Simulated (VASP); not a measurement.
Level of theory: PBE GGA with D3 dispersion (zero damping), VASP's PBE PAW potentials (set 64) (plane waves; VASP).

The input files of a VASP run:

### INCAR
```
SYSTEM = BN
PREC = Accurate
ENCUT = 520
EDIFF = 1E-7
NELM = 100
ALGO = Normal
LREAL = .FALSE.
LASPH = .TRUE.
ISMEAR = -5
GGA = PE
IVDW = 11
LWAVE = .FALSE.
LCHARG = .TRUE.
LORBIT = 11
NEDOS = 601
ISIF = 2
LEFG = .TRUE.
```

File POSCAR:
```
BN
1.0
  1.2741361133  -2.2068687039   0.0000000000
  1.2741361133   2.2068687039   0.0000000000
  0.0000000000   0.0000000000   4.2135094731
B N
2 2
direct
  0.6666670000   0.3333330000   0.5001803034
  0.3333330000   0.6666670000   0.0001803034
  0.6666670000   0.3333330000   0.8748196966
  0.3333330000   0.6666670000   0.3748196966
```

**KPOINTS**
```
Automatic mesh
0
Gamma
11 11 6
0 0 0
```

POTCAR, in this order: B N (PBE.64 set). Program: vasp_std.

Output

### OSZICAR
```
       N       E                     dE             d eps       ncg     rms          rms(c)
DAV:   1     0.494494028937E+02    0.49449E+02   -0.88018E+03  1536   0.130E+03
DAV:   2    -0.341560210188E+02   -0.83605E+02   -0.79492E+02  2100   0.275E+02
DAV:   3    -0.367493350396E+02   -0.25933E+01   -0.25842E+01  2036   0.494E+01
DAV:   4    -0.367658276487E+02   -0.16493E-01   -0.16485E-01  1888   0.398E+00
DAV:   5    -0.367660172734E+02   -0.18962E-03   -0.18958E-03  1996   0.395E-01    0.947E+00
DAV:   6    -0.350011864610E+02    0.17648E+01   -0.47784E+00  1896   0.181E+01    0.456E+00
DAV:   7    -0.348604811104E+02    0.14071E+00   -0.22994E-01  1864   0.473E+00    0.272E+00
DAV:   8    -0.348311381758E+02    0.29343E-01   -0.72629E-02  1724   0.253E+00    0.224E-01
DAV:   9    -0.348303328208E+02    0.80535E-03   -0.21423E-03  1980   0.486E-01    0.123E-01
DAV:  10    -0.348305731962E+02   -0.24038E-03   -0.38719E-04  1776   0.196E-01    0.260E-02
DAV:  11    -0.348305786528E+02   -0.54565E-05   -0.66687E-05  1944   0.713E-02    0.137E-02
DAV:  12    -0.348305795901E+02   -0.93737E-06   -0.94330E-06  1932   0.302E-02    0.215E-03
DAV:  13    -0.348305797311E+02   -0.14095E-06   -0.22199E-07  1500   0.538E-03    0.527E-04
DAV:  14    -0.348305797380E+02   -0.69308E-08   -0.14380E-08  1048   0.142E-03
   1 F= -.35377392E+02 E0= -.35377392E+02  d E =0.000000E+00
```

### OUTCAR
```
------------------------ aborting loop because EDIFF is reached ----------------------------------------
 Edisp (eV)   -0.54681
  FORCE on cell =-STRESS in cart. coord.  units (eV):
  Direction    XX          YY          ZZ          XY          YZ          ZX
  --------------------------------------------------------------------------------------
  Total      -0.00069    -0.00069    -0.01202     0.00000    -0.00000     0.00000
  in kB      -0.04666    -0.04666    -0.81264     0.00000    -0.00000     0.00000
  external pressure =       -0.30 kB  Pullay stress =        0.00 kB
  volume of cell :       23.70
      direct lattice vectors                 reciprocal lattice vectors
     1.274136113 -2.206868704  0.000000000     0.392422752 -0.226565359  0.000000000
     1.274136113  2.206868704  0.000000000     0.392422752  0.226565359  0.000000000
     0.000000000  0.000000000  4.213509473     0.000000000  0.000000000  0.237331850
  FREE ENERGIE OF THE ION-ELECTRON SYSTEM (eV)
  ---------------------------------------------------
  free  energy   TOTEN  =       -35.3773923133 eV

  energy  without entropy=      -35.3773923133  energy(sigma->0) =      -35.37739231

 total charge

# of ion       s       p       d       tot
------------------------------------------
    1        0.676   1.354   0.000   2.031
    2        0.676   1.354   0.000   2.031
    3        1.215   2.761   0.000   3.975
    4        1.215   2.761   0.000   3.975
--------------------------------------------------
tot          3.782   8.230   0.000  12.012

 Electric field gradients after diagonalization (V/A^2)
 (convention: |V_zz| > |V_xx| > |V_yy|)
----------------------------------------------------------------------
 ion       V_xx      V_yy      V_zz     asymmetry (V_yy - V_xx)/ V_zz
----------------------------------------------------------------------
   1      -0.457    -0.457     0.913       0.000
   2      -0.457    -0.457     0.913       0.000
   3      -2.264    -2.262     4.526       0.001
   4      -2.264    -2.262     4.526       0.000
```
(Selected blocks of OUTCAR.)

The compound is BN in the wurtzite structure, a metastable high-pressure form. It was relaxed first.
